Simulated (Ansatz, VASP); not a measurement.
**Two plane-wave programs on TaO**

The input INCAR:

```
SYSTEM = TaO
ALGO = Normal ; EDIFF = 1E-6
EDIFFG = -0.04 ; ENCUT = 600
GGA = PE ; IBRION = 2
ISIF = 3 ; ISMEAR = 0
LASPH = .TRUE. ; LCHARG = .FALSE.
LREAL = .FALSE. ; LWAVE = .FALSE.
NELM = 100 ; NSW = 90
PREC = Accurate ; SIGMA = 0.1
```

File KPOINTS:

```
k-points
0
G
  9 9 4
  0 0 0
```

File POSCAR:

```
TaO
1.0
    2.4933259100      0.0000000000      0.0000000000
   -1.2466629600      2.1592835800      0.0000000000
    0.0000000000      0.0000000000      4.4783454400
Ta O
1 1
Direct
    0.0000000000      0.0000000000      0.5000000000
    0.0000000000      0.0000000000      0.0000000000
```

Input for Ansatz:

```yaml
crystal:
  lattice:
    - [2.49332591, 0.0, 0.0]
    - [-1.24666296, 2.15928358, 0.0]
    - [0.0, 0.0, 4.47834544]
  atoms:
    - { symbol: Ta, position: [0.0, 0.0, 0.5] }
    - { symbol: O, position: [0.0, 0.0, 0.0] }
basis:
  ecutwfc: 420
kpoints:
  mp_grid: { grid: [9, 9, 4] }
hamiltonian:
  xc: pbe
scf:
  occupations: { method: gaussian, width: 0.1 }
  lower_state_search: "off"
output:
  forces: true
  stress: true
  eigenvalues: true
relax:
  adjacent_minimum: "off"
  f_tol: 0.04
  max_steps: 70
  cell: { stress_tol: 0.4 }
```

Alike in both runs: task relaxation of cell and atoms; functional PBE; k mesh 9 × 9 × 4; occupations gaussian, width 0.1 eV; no spin polarisation.

|  | VASP | Ansatz |
| --- | --- | --- |
| version | VASP 6.6.1 | Ansatz 0.2.0 |
| potentials or method | VASP PAW PBE potentials, release 64 (Ta_pv, O) | scalar-relativistic, plane waves, PAW |
| plane-wave cutoff (eV) | 600 | 420 |
| valence electrons in the cell | 17 | 19 |

|  | VASP | Ansatz | Ansatz less VASP |
| --- | --- | --- | --- |
| gap on the k mesh at the Fermi level, each at its own relaxed structure (eV) | none | none | - |
| relaxed volume (Å³/atom) | 15.35 | 15.50 | +0.154 |
| relaxed cell length with the largest relative difference (Å) | 3.030 | 3.047 | +0.0168 |
| energy change over the relaxation (meV/atom) | -2222 | -2242 | -19.5 |

A gap of «none» marks a metal or a gap that the smearing closes. The two sets of potentials don't hold the same shells in valence.

Caveats: the volume moved by over 15 % at a fixed basis, so the end points are rough (VASP); an odd number of electrons without spin polarisation forces a metal; a magnetic or distorted state may lie lower. The runs have no spin-orbit coupling, so splittings on Ta are missing.
